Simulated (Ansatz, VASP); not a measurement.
**Cross-check of SrBe between VASP and Ansatz**

Aim: how closely do two programs agree when they are given the same cell, functional and k mesh? The cell is generated by rule, not measured, and may not be a known phase. The cell is taken from a series of runs on this material, whose earlier steps may have relaxed, scaled, displaced or heated it; both programs get it as it stands.

Method: plane waves, with VASP 6.6.1 beside it; relaxation of cell and atoms at PBE, in Ansatz 0.2.0.

The structure was built from a prototype and need not be the compound's stable phase.

## Step 1: The starting structure

The structure is cubic, space group Pm-3m (No. 221). Conventional cell: a = 3.755 Å, b = 3.755 Å, c = 3.755 Å, α = 90.00°, β = 90.00°, γ = 90.00°. Nearest to Be lie 8 Sr at 3.25 Å. Sr has 8 Be at 3.25 Å nearest. Farther neighbours are not listed.

## Step 2: Ansatz: relaxation of cell and atoms, PBE

Ansatz runs on its PAW jth soft_2 files.

The relaxed volume is the usual yardstick between codes: in a stiff, nearly cubic crystal its relative difference is about their pressure difference at one cell divided by the bulk modulus.

Input file input.yaml:

```yaml
crystal:
  lattice:
    - [3.7552375752, 0.0, 0.0]
    - [0.0, 3.7552375752, 0.0]
    - [0.0, 0.0, 3.7552375752]
  atoms:
    - { symbol: Be, position: [0.0, 0.0, 0.0] }
    - { symbol: Sr, position: [0.5, 0.5, 0.5] }
kpoints:
  mp_grid: { grid: [8, 8, 8] }
hamiltonian:
  xc: pbe
  pseudopotentials: { kind: paw, source: jth }
scf:
  occupations: { method: gaussian, width: 0.1 }
output:
  forces: true
  stress: true
  eigenvalues: true
relax:
  adjacent_minimum: "off"
  f_tol: 0.003
  max_steps: 80
  cell: { stress_tol: 0.03 }
```

Command:

```bash
> ansatz run input.yaml --threads 4 --pin off --max-ram 8192MiB --backend cpu --events-out ev --progress --plain --runs-dir out
```

Numbers of over 12 decimals in the logs are rounded to 6 here.

Output:

```text
Warning: <dir> the checks of this Be dataset prove no rule for summing its radial tables, as where they were carried onto another mesh than they were made on, and Gregory's rule is taken, under which a leading mesh point left out moves its sums only by what lay on the interval it spanned. That does not make them correct, and they differ from Quantum ESPRESSO's on this file; a re-export a fraction of a mesh step off can move them. hamiltonian.pseudopotentials.radial_quadrature: simpson_from_first_knot sums it by `pw.x`'s rule; on a PAW file no value gives `pw.x`'s numbers. What more to know: hamiltonian.pseudopotentials.radial_quadrature, in the input reference
Warning: <dir> the checks of this Sr dataset prove no rule for summing its radial tables, as where they were carried onto another mesh than they were made on, and Gregory's rule is taken, under which a leading mesh point left out moves its sums only by what lay on the interval it spanned. That does not make them correct, and they differ from Quantum ESPRESSO's on this file; a re-export a fraction of a mesh step off can move them. hamiltonian.pseudopotentials.radial_quadrature: simpson_from_first_knot sums it by `pw.x`'s rule; on a PAW file no value gives `pw.x`'s numbers. What more to know: hamiltonian.pseudopotentials.radial_quadrature, in the input reference
Engine: ansatz 0.2.0, aarch64-unknown-linux-gnu
Pseudopotentials: kind: paw
Pseudopotential: Be, paw, valence charge 4, recommended cutoff 1080 eV (normal), Be.paw.azcp
Pseudopotential: Sr, paw, valence charge 10, recommended cutoff 690 eV (normal), Sr.paw.azcp
Functional definition: PBE
  parameter kappa = 0.804
  parameter beta = 0.066725
  exchange = pbe_x(kappa = kappa, mu = beta*pi^2/3)
  correlation = pbe_c(beta = beta)
Crystal: 2 atoms, lattice volume = 52.956 Å³
Basis set: ecut = 1080 eV, 4337 PW (Γ), exchange–correlation on 100×100×100 points (8 copies of the dense FFT grid, shifted against one another)
Bands: 11, of which v1, the nominal top of the filled ones, is band 7 counted from 1 (6 counted from 0)
Symmetry: 48 space group operations
Space group: Pm-3m (ITA 221), of the structure as read, at distance tolerance 3.8e-5 Å
k-points: 35 of 512
Non-local potential: Be, projectors of the file, l = 0: 2, l = 1: 2
Non-local potential: Sr, projectors of the file, l = 0: 2, l = 1: 2, l = 2: 2
PAW form: soft (Blöchl's): semilocal exchange-correlation on the pseudo side does not see the compensation charge
PAW one-centre angular grid: Be, 110 points (default); XC on 64 Gauss nodes
PAW one-centre angular grid: Sr, 590 points (default); XC on 64 Gauss nodes
Initial density: superposition of atomic densities (chi_scale 0.1, normalization cell, long waves kept (reshape's long-wave potential 0.00 eV rms))
Initial wavefunctions: pseudopotential atomic-orbital guess
Functional: x = pbe(κ = 0.804, μ = 0.219515), c = pbe(β = 0.066725)
SCF iter   1: F=—  HF=-3941.717338 eV  |F-HF|=—  |Δ(HF+E_count)|=         —  Δρ=1.45e-2  dr2=2.41e-1  ethr=3.10e-3  ⟨swp⟩=5.9  Hψ=2725  notcnv=0
preconditioner: auto → none  [metal: Δε(μ)=0.018 eV  Ē_g=4.690 eV  σ=0.100 eV  W_gap=0.10  n_scr=6 (ndim 8)  ℏωp=10.2 eV  f_vac=0.000  D(μ)=2.19/eV (n_scr^D=18)  sad-step TF]
SCF iter   2: F=—  HF=-3941.677567 eV  |F-HF|=—  |Δ(HF+E_count)|=   3.98e-2  Δρ=1.02e-2  dr2=1.19e-1  ethr=1.72e-3  ⟨swp⟩=1.3  Hψ=680  notcnv=0
SCF iter   3: F=—  HF=-3941.644216 eV  |F-HF|=—  |Δ(HF+E_count)|=   3.34e-2  Δρ=1.71e-3  dr2=2.20e-3  ethr=8.51e-4  ⟨swp⟩=2.6  Hψ=648  notcnv=0  defer=4
SCF iter   4: F=—  HF=-3941.644469 eV  |F-HF|=—  |Δ(HF+E_count)|=   2.53e-4  Δρ=1.95e-4  dr2=3.67e-5  ethr=1.57e-5  ⟨swp⟩=2.3  Hψ=550  notcnv=0  defer=4
SCF iter   5: F=—  HF=-3941.644434 eV  |F-HF|=—  |Δ(HF+E_count)|=   3.41e-5  Δρ=3.94e-5  dr2=3.26e-7  ethr=2.62e-7  ⟨swp⟩=2.5  Hψ=566  notcnv=0  defer=4
SCF iter   6: F=-3941.644434 eV  HF=-3941.644434 eV  |F-HF|=1.31e-8  |Δ(HF+E_count)|=   1.55e-8  Δρ=5.79e-6  dr2=1.93e-8  ethr=7.14e-10  ⟨swp⟩=7.6  Hψ=2516  notcnv=0
SCF 1 converged in 6 iterations: F = -3941.644434 eV  dr2 = 1.93e-8
  greatest PAW one-centre occupation: 0.999 electrons in one spin orbital (limit 2), on the Be atom at site 0 (counted from 0), in its partial waves of l = 0
relax step   1: F+E_penalty+E_count = -3941.64443443 eV  Δ(F+E_penalty+E_count) = +0.000e0 eV  max|allowed force component| = 6.286e-30 eV/Å  Δτ_max = 0.0000 Å  P = -0.000 GPa  Ω = 52.956 Å³  (6 SCF iters, dr2 threshold 1.00e-7 eV, accepted)
Initial density: handed on by an earlier stage of this run
Initial wavefunctions: pseudopotential atomic-orbital guess (no wavefunctions were taken with the density)
iter 1 solved again at ethr=7.81e-9 eV; its pass at ethr=3.10e-3 eV (dr2=1.09e-6 eV) is discarded
SCF iter   1: F=—  HF=-3941.644447 eV  |F-HF|=—  |Δ(HF+E_count)|=         —  Δρ=5.71e-6  dr2=1.87e-8  ethr=7.81e-9  ⟨swp⟩=4.7  Hψ=4208  notcnv=0
preconditioner: auto → none  [metal: Δε(μ)=0.075 eV  Ē_g=4.565 eV  σ=0.100 eV  W_gap=0.37  n_scr=6 (ndim 8)  ℏωp=10.2 eV  f_vac=0.000  D(μ)=2.33/eV (n_scr^D=18)]
SCF iter   2: F=—  HF=-3941.644434 eV  |F-HF|=—  |Δ(HF+E_count)|=   1.23e-5  Δρ=1.93e-6  dr2=5.61e-10  ethr=1.34e-10  ⟨swp⟩=2.0  Hψ=600  notcnv=0
SCF iter   3: F=—  HF=-3941.644434 eV  |F-HF|=—  |Δ(HF+E_count)|=  4.12e-10  Δρ=8.18e-7  dr2=9.86e-11  ethr=4.01e-12  ⟨swp⟩=2.0  Hψ=607  notcnv=0
SCF iter   4: F=-3941.644434 eV  HF=-3941.644434 eV  |F-HF|=9.09e-13  |Δ(HF+E_count)|=  1.22e-10  Δρ=3.47e-8  dr2=1.84e-13  ethr=1.00e-12  ⟨swp⟩=5.1  Hψ=2259  notcnv=0
SCF 2 converged in 4 iterations: F = -3941.644434 eV  dr2 = 1.84e-13
relax step   2: F+E_penalty+E_count = -3941.64443443 eV  Δ(F+E_penalty+E_count) = -7.148e-9 eV  max|allowed force component| = 6.385e-30 eV/Å  Δτ_max = 0.0000 Å  P = -0.000 GPa  Ω = 52.956 Å³  stress off target by 3.06e-5 GPa  SCF on the basis re-selected at this cell (its energy is not comparable with the rows above)  (4 SCF iters)
basis re-selected at this cell: Δ(F+E_penalty+E_count) = -7.148e-9 eV, ΔP = +0.000 GPa vs the last step (what re-selecting the basis moved, of the pressure what is left beyond the Pulay correction that the steps carried, after the strain that the cell walked since its last selection, with what the two solves' SCF thresholds leave and, on support functions, any second-order correction that the steps lacked; it is no m [...]
SCF converged after 4 iterations
Free energy (F): -3941.644434 eV
Harris-Foulkes:  -3941.644434 eV  (|F-HF|=9.09e-13)
Internal energy: -3941.632804 eV  (E = F + TS)
E sigma→0 (E₀):  -3941.638619 eV
Entropy (-TS):   -0.011631 eV (-5.815 meV/atom)
Fermi energy:    6.358680 eV
--- Per-component energies (eV) ---
  E_band       = -295.389496
  E_kinetic    = 304.308751
  E_local      = -708.361620  (includes V_loc(G=0)·N_el)
  E_nonlocal   = -94.543629
  E_hartree    = 198.099535
  E_xc         = -207.702910
  E_vxc        = -212.680914  (∫ρ·V_xc dr)
  E_paw        = -2679.404555  (= ΣΔE_a)
  E_vpaw       = 19.688689  (= ΣTr[D̂ρ^β])
  E_aug_tail   = 0.000151  (compensation charges beyond the density's cutoff)
  E_ewald      = -754.028528
  E_smearing   = -0.011631  (= −TS)
  E_closure    = -0.000000  (closes the sum)
  Σ components = -3941.644434   (vs F -3941.644434, Δ=0.00e0)
--- Forces (eV/Å), atoms counted from 1 ---
  atom   1  Be    -0.00000000     0.00000000    -0.00000000
  atom   2  Sr     0.00000000    -0.00000000     0.00000000
  max |Σ_I F_I| component: 1.25e-29 eV/Å
--- Stress (GPa, compression-positive) ---
       -0.000031      -0.000000       0.000000
       -0.000000      -0.000031       0.000000
        0.000000       0.000000      -0.000031
  P = ⅓ Tr σ = -0.0000 GPa (-0.000 kbar)
--- Band table (eV; the first three rows and the last of 35) ---
  k-point 0: bands = [... 3 lower, -10.8253, -10.8253, 1.1445, 7.6656, 7.6656, 9.6580, 9.6580, 9.6580]
  k-point 1: bands = [... 3 lower, -10.8196, -10.8196, 1.3418, 7.3007, 7.7714, 9.4263, 9.4263, 9.8479]
  k-point 2: bands = [... 3 lower, -10.8058, -10.8058, 1.8982, 6.2873, 8.0591, 8.9623, 8.9623, 10.7119]
  k-point 34: bands = [... 3 lower, -11.1007, -11.1007, 5.2964, 5.2964, 5.2964, 6.4294, 11.8896, 11.8896]
--- Relaxed structure (1 steps of the walk, 1 accepted, 1 SCFs on fresh bases) ---
  F+E_penalty+E_count = -3941.64443443 eV   max|allowed force component| = 6.385e-30 eV/Å   (the final SCF, on the basis selected at the relaxed cell)
  cell:  # Å, volume = 52.9556 Å³
    - [3.7552375752, 0.0, 0.0]
    - [0.0, 3.7552375752, 0.0]
    - [0.0, 0.0, 3.7552375752]
  atoms:
    - { symbol: Be, position: [0.0, 0.0, 0.0] }
    - { symbol: Sr, position: [0.5, 0.5, 0.5] }
```

## Step 3: VASP: relaxation of cell and atoms, PBE

The same cell, functional, mesh and smearing now go to VASP, with its own data sets.

Lines of VASP's logs that name or quote its potential files are left out, and so is its time.

Input file INCAR:

```
SYSTEM = SrBe
PREC = Accurate
ENCUT = 600
EDIFF = 1E-07
NELM = 120
ISMEAR = 0
SIGMA = 0.1
LREAL = .FALSE.
ALGO = Normal
GGA = PE
NBANDS = 12
LORBIT = 11
LWAVE = .FALSE.
LCHARG = .FALSE.
ISIF = 3
IBRION = 2
NSW = 80
EDIFFG = -0.005
LASPH = .TRUE.
GGA_COMPAT = .FALSE.
NELMIN = 4
```

Input file POSCAR:

```
SrBe
1.0
    3.7552380000      0.0000000000      0.0000000000
    0.0000000000      3.7552380000      0.0000000000
    0.0000000000      0.0000000000      3.7552380000
Be Sr
1 1
Direct
    0.0000000000      0.0000000000      0.0000000000
    0.5000000000      0.5000000000      0.5000000000
```

Input file KPOINTS:

```
Automatic mesh
0
Gamma
8 8 8
0 0 0
```

PAW data sets: Be and Sr_sv (PBE family, release 64).

Command:

```bash
> mpirun -np 1 vasp_std
```

Output:

```text
[banner, memory and clock lines left out]
running    1 mpi-ranks, on    1 nodes
 distrk:  each k-point on    1 cores,    1 groups
 distr:  one band on    1 cores,    1 groups

 POSCAR found type information on POSCAR BeSr
 POSCAR found :  2 types and       2 ions
 LDA part: xc-table for (Slater+PW92), standard interpolation
 POSCAR, INCAR and KPOINTS ok, starting setup
 FFT: planning ... GRIDC
 FFT: planning ... GRID_SOFT
 FFT: planning ... GRID
 WAVECAR not read
 entering main loop
       N       E                     dE             d eps       ncg     rms          rms(c)
DAV:   1     0.466511450819E+02    0.46651E+02   -0.62492E+03   840   0.961E+02
DAV:   2    -0.116375437417E+01   -0.47815E+02   -0.46467E+02  1008   0.183E+02
DAV:   3    -0.418343997991E+01   -0.30197E+01   -0.30037E+01  1408   0.395E+01
DAV:   4    -0.430563865234E+01   -0.12220E+00   -0.12173E+00  1152   0.537E+00
DAV:   5    -0.430931076490E+01   -0.36721E-02   -0.36719E-02  1280   0.775E-01    0.168E+01
DAV:   6    -0.429262878845E+01    0.16682E-01   -0.23887E-02  1100   0.126E+00    0.984E+00
DAV:   7    -0.428850001791E+01    0.41288E-02   -0.49180E-02  1104   0.177E+00    0.341E-01
DAV:   8    -0.428900754225E+01   -0.50752E-03   -0.43308E-03  1148   0.376E-01    0.158E-01
DAV:   9    -0.428910679515E+01   -0.99253E-04   -0.32032E-04  1284   0.120E-01    0.949E-02
DAV:  10    -0.428912602686E+01   -0.19232E-04   -0.16578E-05  1024   0.295E-02    0.194E-02
DAV:  11    -0.428912584801E+01    0.17884E-06   -0.73593E-07  1344   0.497E-03    0.427E-03
DAV:  12    -0.428912601648E+01   -0.16846E-06   -0.48650E-07  1132   0.422E-03    0.147E-03
DAV:  13    -0.428912609638E+01   -0.79902E-07   -0.25189E-08   720   0.130E-03
   1 F= -.42891261E+01 E0= -.42832821E+01  d E =-.428913E+01
 curvature:   0.00 expect dE= 0.000E+00 dE for cont linesearch  0.000E+00
 trial: gam= 0.00000 g(F)=  0.000E+00 g(S)=  0.430E-04 ort = 0.000E+00 (trialstep = 0.100E+01)
 search vector abs. value=  0.430E-04
 bond charge predicted
       N       E                     dE             d eps       ncg     rms          rms(c)
DAV:   1    -0.428933384288E+01   -0.20783E-03   -0.47517E-03   924   0.496E-01    0.117E-01
DAV:   2    -0.428920655824E+01    0.12728E-03   -0.46794E-04  1064   0.178E-01    0.530E-02
DAV:   3    -0.428915431747E+01    0.52241E-04   -0.12082E-04  1320   0.658E-02    0.424E-02
DAV:   4    -0.428915440823E+01   -0.90755E-07   -0.14129E-05  1396   0.207E-02    0.213E-02
DAV:   5    -0.428915492070E+01   -0.51247E-06   -0.16513E-05  1340   0.194E-02    0.361E-03
DAV:   6    -0.428915452848E+01    0.39221E-06   -0.16840E-07   908   0.372E-03    0.151E-03
DAV:   7    -0.428915444718E+01    0.81305E-07   -0.12674E-08   528   0.123E-03
   2 F= -.42891544E+01 E0= -.42833258E+01  d E =-.283508E-04
 trial-energy change:   -0.000028  1 .order   -0.000029   -0.000043   -0.000014
 step:   1.4875(harm=  1.4875)  dis= 0.00000  next Energy=    -4.289158 (dE=-0.320E-04)
 reached required accuracy - stopping structural energy minimisation
```

OUTCAR, selected parts (step 3):

```text
ion  position               nearest neighbor table
   1  0.000  0.000  0.000-   2 3.25   2 3.25   2 3.25   2 3.25   2 3.25   2 3.25   2 3.25   2 3.25

  LATTYP: Found a simple cubic cell.
 ALAT       =     3.7552380000

 Subroutine GETGRP returns: Found 48 space group operations
 (whereof 48 operations were pure point group operations)

The static configuration has the point symmetry O_h .

 Found     35 irreducible k-points:

   k-points           NKPTS =     35   k-points in BZ     NKDIM =     35   number of bands    NBANDS=     12

   dimension x,y,z NGX =    30 NGY =   30 NGZ =   30
   dimension x,y,z NGXF=    60 NGYF=   60 NGZF=   60

   ENCUT  =  600.0 eV  44.10 Ry    6.64 a.u.   7.50  7.50  7.50*2*pi/ulx,y,z

   NELECT =      12.0000    total number of electrons

 k-points in reciprocal lattice and weights: Automatic mesh
   0.00000000  0.00000000  0.00000000       0.002
   0.12500000  0.00000000  0.00000000       0.012
   0.25000000  0.00000000  0.00000000       0.012
   0.37500000  0.00000000  0.00000000       0.012
   0.50000000  0.00000000  0.00000000       0.006
   0.12500000  0.12500000  0.00000000       0.023
   0.25000000  0.12500000  0.00000000       0.047
   0.37500000  0.12500000  0.00000000       0.047
   0.50000000  0.12500000  0.00000000       0.023
[...]
0.50000000  0.50000000  0.37500000       0.012
   0.50000000  0.50000000  0.50000000       0.002

 average (electrostatic) potential at core
       1 -38.0003       2 -38.8487

 E-fermi :   2.4071

 k-point     1 :       0.0000    0.0000    0.0000
  band No.  band energies     occupation
      1     -32.9337      2.00000
      2     -14.8150      2.00000
      3     -14.8150      2.00000
      4     -14.8150      2.00000
      5      -2.8065      2.00000
      6       3.7022      0.00000
      7       3.7022      0.00000
      8       5.7215      0.00000
      9       5.7215      0.00000
     10       5.7215      0.00000
    ...

 k-point     2 :       0.1250    0.0000    0.0000
  band No.  band energies     occupation
      1     -32.9299      2.00000
      2     -14.8758      2.00000
      3     -14.8094      2.00000
      4     -14.8094      2.00000
      5      -2.6094      2.00000
      6       3.3422      0.00000
      7       3.8080      0.00000
      8       5.4830      0.00000
      9       5.4830      0.00000
     10       5.9058      0.00000
    ...

 k-point     3 :       0.2500    0.0000    0.0000
  band No.  band energies     occupation
    ...
      2     -15.0185      2.00000
      3     -14.7958      2.00000
      4     -14.7958      2.00000
      5      -2.0538      2.00000
      6       2.3334      1.70263
      7       4.0954      0.00000
      8       5.0090      0.00000
      9       5.0090      0.00000
     10       6.7653      0.00000
     11       8.6366      0.00000
    ...

  Total        0.0079918      0.0079918      0.0079918     -0.0000000      0.0000000      0.0000000
  in kB        0.2413668      0.2413668      0.2413668     -0.0000000      0.0000000      0.0000000
  external PRESSURE =       0.2413668 kB  Pullay stress =       0.0000000 kB

  energy-cutoff  :      600.00
  volume of cell :       53.05
      direct lattice vectors                 reciprocal lattice vectors
     3.757446728 -0.000000000  0.000000000     0.266138171 -0.000000000  0.000000000
     0.000000000  3.757446728  0.000000000     0.000000000  0.266138171  0.000000000
     0.000000000  0.000000000  3.757446728     0.000000000  0.000000000  0.266138171

 POSITION                                       TOTAL-FORCE (eV/Angst)
 -----------------------------------------------------------------------------------
      0.00000      0.00000      0.00000        -0.000000      0.000000      0.000000
      1.87872      1.87872      1.87872         0.000000      0.000000      0.000000
 -----------------------------------------------------------------------------------
    total drift:                                0.000000      0.000000      0.000000

  FREE ENERGIE OF THE ION-ELECTRON SYSTEM (eV)
  ---------------------------------------------------
  free  energy   TOTEN  =        -4.2891544472 eV

  energy  without entropy=       -4.2774970990  energy(sigma->0) =       -4.28332577

 reached required accuracy - stopping structural energy minimisation

 total charge
# of ion       s       p       d       tot
------------------------------------------
    1        0.464   0.332   0.000   0.796
    2        2.042   5.752   0.228   8.022
--------------------------------------------------
tot          2.505   6.084   0.228   8.817

[... 3 further parts left out ...]
```

## Step 4: Comparison

Known differences besides the potentials themselves: the data sets hold 14 valence electrons in Ansatz (on its PAW jth soft_2 files) and 12 in VASP; the cutoff is 1080 eV in Ansatz and 600 eV in VASP; Ansatz adds a Pulay correction to the stress that steers its cell, VASP none. Total energies have different zeros and are not compared.

Compared:

| quantity | Ansatz | VASP | difference |
| --- | --- | --- | --- |
| volume (Å³) | 52.96 | 53.05 | -0.18 % |
| edge a after relaxation, in the typed setting (Å) | 3.755 | 3.757 | -0.06 % |

## Step 5: Outcome

| Property | Result |
| --- | --- |
| difference in volume (relaxation of cell and atoms, PBE) | -0.18 % |

What this shows: The difference in volume is -0.18 % (relaxation of cell and atoms, PBE), within the 1.2 % picked in this series as the mark of a large difference, as far as the stopping tolerances let one tell. The data sets hold unlike numbers of valence electrons (14 in Ansatz and 12 in VASP), so part of the differences comes from the potentials. 1 further run of this series is not shown here. Such differences can come from data sets, numerical settings and the points named under the comparisons, not from the functional's error against experiment.

[Lines on the potential files, build, host, timing and source positions are cut from VASP's logs without a mark.]

[Logs are printed without paths, hosts, clocks, repeated set-up lines and the standing remarks that a program may print on its own settings, such as how far it seeks lower states.]

[Hosts, paths, dates, database ids (printed as entryN), source tags and the programs' standing remarks are cut or masked in the printed files.]
